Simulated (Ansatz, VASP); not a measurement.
# AlRu in two plane-wave programs, part 2 of 2

One calculation is typed for both programs; each brings its own data sets. How far apart do they land? The cell is taken from a series of runs on this material, whose earlier steps may have relaxed, scaled, displaced or heated it; both programs get it as it stands.

VASP 6.6.1 and Ansatz 0.2.0.

So far: Set-up; Ansatz: zone-centre phonons, LDA, pair 1; VASP: zone-centre phonons, LDA, pair 1; Differences.

**5. VASP: zone-centre phonons, LDA, pair 2**

Level of this step: LDA; plane waves and PAW (Al, Ru_pv) (VASP).

Second derivatives magnify differences that forces hide, and they need a tight electronic threshold. The cell compared in this pair holds 23.71 Å³, against 23.19 Å³ for the pair before.

The input, INCAR:

```
SYSTEM = AlRu
PREC = Accurate
ENCUT = 500
EDIFF = 1E-08
NELM = 120
ISMEAR = 1
SIGMA = 0.2
LREAL = .FALSE.
ALGO = Normal
GGA = CA
NBANDS = 14
LASPH = .TRUE.
LORBIT = 11
LWAVE = .FALSE.
LCHARG = .FALSE.
ISIF = 2
IBRION = 8
GGA_COMPAT = .FALSE.
KPAR = 2
```

The input, POSCAR:

```
AlRu
1.0
    2.8726756680      0.0000000000      0.0000000000
    0.0000000000      2.8726756680      0.0000000000
    0.0000000000      0.0000000000      2.8726756680
Al Ru
1 1
Direct
    0.0000000000      0.0000000000      0.0000000000
    0.5000000000      0.5000000000      0.5000000000
```

The input, KPOINTS:

```
Automatic mesh
0
Gamma
16 16 16
0 0 0
```

Potentials, in the order of the species: Al and Ru_pv (LDA family, release 64).

Run with:

```sh
$ mpirun -np 2 vasp_std
```

Numbers of over 12 decimals in the logs are rounded to 6 here.

The program printed:

```text
[... set-up lines as in an earlier step ...]
 entering main loop
       N       E                     dE             d eps       ncg     rms          rms(c)
DAV:   1     0.110934987931E+03    0.11093E+03   -0.93046E+03  4876   0.112E+03
DAV:   2    -0.148908982927E+02   -0.12583E+03   -0.12012E+03  5106   0.318E+02
DAV:   3    -0.167294715804E+02   -0.18386E+01   -0.18311E+01  5642   0.407E+01
DAV:   4    -0.167433326151E+02   -0.13861E-01   -0.13857E-01  5984   0.354E+00
[...]
DAV:  11    -0.160312481445E+02    0.93561E-06   -0.38944E-06  5844   0.247E-02    0.699E-03
DAV:  12    -0.160312481015E+02    0.43072E-07   -0.69105E-08  5872   0.266E-03    0.190E-04
DAV:  13    -0.160312480991E+02    0.23992E-08   -0.27599E-09  4446   0.556E-04
   1 F= -.16031248E+02 E0= -.16030784E+02  d E =-.139198E-02
 Linear response reoptimize wavefunctions to high precision
DAV:   1    -0.160312480990E+02    0.62300E-10   -0.20167E-10  4264   0.149E-04
 Linear response DOF=           2
 Linear response progress:
  Degree of freedom:   1/  2
[...]
RMM:   8    -0.646015973336E-02   -0.12772E-06   -0.60623E-11 18834   0.348E-04    0.806E-05
RMM:   9    -0.646022251916E-02   -0.62786E-07   -0.24250E-09 20088   0.933E-05    0.131E-05
RMM:  10    -0.646022685173E-02   -0.43326E-08    0.73357E-11 19284   0.382E-05    0.504E-06
 first order change of Fermi-energy  -0.19166E-03
 force on displaced ion       1 direction 1 : -11.471  -0.000   0.000
 Linear response progress:
  Degree of freedom:   2/  2
       N       E                     dE             d eps       ncg     rms          rms(c)
RMM:   1    -0.526546785599E+00   -0.52655E+00    0.41465E+00 11972   0.640E+01
RMM:   2    -0.637000890553E+00   -0.11045E+00   -0.11450E-01 16818   0.303E+00    0.162E-01
RMM:   3    -0.637072624392E+00   -0.71734E-04   -0.21251E-03 19390   0.368E-01    0.911E-02
RMM:   4    -0.636636642819E+00    0.43598E-03   -0.21242E-04 19411   0.137E-01    0.213E-02
[...]
RMM:  11    -0.636513761460E+00    0.12153E-06   -0.33477E-08 23784   0.150E-04    0.358E-06
RMM:  12    -0.636513678196E+00    0.83264E-07   -0.17985E-08 23572   0.114E-04    0.722E-07
RMM:  13    -0.636513677294E+00    0.90160E-09   -0.15326E-08 23196   0.952E-05    0.685E-07
 first order change of Fermi-energy   0.21216E-02
 force on displaced ion       2 direction 1 : -11.472   0.000  -0.000
 Linear response finished
```

OUTCAR, selected parts (step 5):

```text
  Total        3.5699889      3.5699889      3.5699889      0.0000000      0.0000000     -0.0000000
  in kB      241.2779676    241.2779676    241.2779676      0.0000000      0.0000000     -0.0000000
  external PRESSURE =     241.2779676 kB  Pullay stress =       0.0000000 kB

 POSITION                                       TOTAL-FORCE (eV/Angst)
 -----------------------------------------------------------------------------------
      0.00000      0.00000      0.00000         0.000000      0.000000      0.000000
      1.43634      1.43634      1.43634         0.000000      0.000000      0.000000
 -----------------------------------------------------------------------------------
    total drift:                                0.000000     -0.000000     -0.000000

[... 1 part as in an earlier step ...]

[... 1 further part left out ...]
```

**6. Ansatz: zone-centre phonons, LDA, pair 2**

The same cell, functional (in two slightly different forms), mesh and smearing now go to Ansatz, which takes its cutoff from its data sets.

The cell is taken from a series of runs on this material, whose earlier steps may have relaxed, scaled, displaced or heated it; both programs get it as it stands.

The input, input.yaml:

```yaml
crystal:
  lattice:
    - [2.872675668, 0.0, 0.0]
    - [0.0, 2.872675668, 0.0]
    - [0.0, 0.0, 2.872675668]
  atoms:
    - { symbol: Al, position: [0.0, 0.0, 0.0] }
    - { symbol: Ru, position: [0.5, 0.5, 0.5] }
kpoints:
  mp_grid: { grid: [16, 16, 16] }
hamiltonian:
  xc: lda
  pseudopotentials: { kind: paw, azcp: { folder: soft_1 }, xc_functional: pbe }
scf:
  occupations: { method: methfessel_paxton, width: 0.2 }
output:
  eigenvalues: true
phonons:
  method: dfpt
```

Run with:

```sh
$ ansatz run input.yaml --threads 4 --pin off --max-ram 10240MiB --backend cpu --events-out ev --progress --plain --runs-dir out
```

The program printed:

```text
[...]
Crystal: 2 atoms, lattice volume = 23.706 Å³
Basis set: ecut = 420 eV, 461 PW (Γ), exchange–correlation on 40×40×40 points (8 copies of the dense FFT grid, shifted against one another)
Bands: 14, of which v1, the nominal top of the filled ones, is band 10 counted from 1 (9 counted from 0)
Symmetry: 48 space group operations
k-points: 405 of 4096 (irreducible under 8 space group operations, time reversal used)
[...]
k-point 2: bands = [... 6 lower, 14.0436, 18.0229, 18.0229, 18.4839, 23.5948, 25.4934, 25.4934, 29.0898]
  k-point 404: bands = [... 6 lower, 12.8676, 20.1668, 20.1668, 21.4696, 22.6468, 22.6468, 22.6468, 27.9931]
[...]
ASR residual: 2.240e-5 → 0.000e0 eV/Å²; symmetrization residual: 1.432e-6 eV/Å²
  ASR residual per site (eV/Å²): 4.22e-6 2.24e-5
  Γ frequencies (cm⁻¹): 0.00 0.00 0.00 379.65 379.65 379.65
[...]
[key lines of the parts left out:]
SCF converged after 8 iterations
Free energy (F): -6272.359770 eV
Fermi energy:    18.233842 eV
```

**7. Comparison**

What differs besides the data sets and the points named for the pairs above, as far as they apply: the data sets hold 19 valence electrons in Ansatz (on its PAW soft_1 files) and 17 in VASP. Total energies have different zeros and are not compared.

The two programs side by side:

| quantity | Ansatz | VASP | difference |
| --- | --- | --- | --- |
| optical mode 1 to 3 (cm⁻¹) | 379.6 | 382.7 | -0.80 % |

Modes are paired by rising frequency, not by their patterns, so a pair may set unlike modes beside each other; they are those without the splitting of longitudinal modes.

**8. Outcome**

* r.m.s. difference of the optical zone-centre modes, each program's sorted by frequency (zone-centre phonons, LDA, pair 1): 3.2 cm⁻¹
* difference in optical mode 1 to 3 (zone-centre phonons, LDA, pair 1): -0.8 %
* r.m.s. difference of the optical zone-centre modes, each program's sorted by frequency (zone-centre phonons, LDA, pair 2): 3.1 cm⁻¹
* difference in optical mode 1 to 3 (zone-centre phonons, LDA, pair 2): -0.8 %

The r.m.s. difference of the optical zone-centre modes, each program's sorted by frequency is 3.2 cm⁻¹ (zone-centre phonons, LDA, pair 1). The data sets hold unlike numbers of valence electrons (19 in Ansatz and 17 in VASP), so part of the differences comes from the potentials. Among the rows given in per cent, the largest difference of the zone-centre phonons, LDA, pair 1 pair is in optical mode 1 to 3, -0.8 %. Among the rows given in per cent, the largest difference of the zone-centre phonons, LDA, pair 2 pair is in optical mode 1 to 3, -0.8 %. How closely two codes agree says nothing of how well the functional describes the real material.

[Lines on the potential files, build, host, timing and source positions are cut from VASP's logs without a mark.]

[Logs are printed without paths, hosts, clocks, repeated set-up lines and the standing remarks that a program may print on its own settings, such as how far it seeks lower states.]

[Hosts, paths, dates, database ids (printed as entryN), source tags and the programs' standing remarks are cut or masked in the printed files.]
